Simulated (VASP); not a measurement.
Input:

```
CELL_PARAMETERS angstrom
      0.00000     2.63083     2.63083
      2.63083     0.00000     2.63083
      2.63083     2.63083     0.00000
ATOMIC_POSITIONS crystal
  Zn 0.00000 0.00000 0.00000
  S  0.25000 0.25000 0.25000
```

Method: PBEsol GGA, VASP's PBE PAW potentials (set 64) (plane waves; VASP). Run with 500 eV cut-off, 9×9×9 Γ-centred mesh, Gaussian smearing of 0.050 eV, potentials Zn S.

Problem. Predict the energy per atom (σ→0), pressure, band gap (on the k-mesh) with the smallest direct gap where there is one.

Solution. 
```
Property                                      Value
-----------------------------------  --------------
band gap (on the k-mesh)                    2.33 eV
smallest direct gap (on the k-mesh)         2.33 eV
energy per atom (σ→0)                -3.779 eV/atom
pressure                                  50.2 kbar
```

The compound is ZnS in the zinc blende structure. It was relaxed first under an external pressure of 5 GPa.
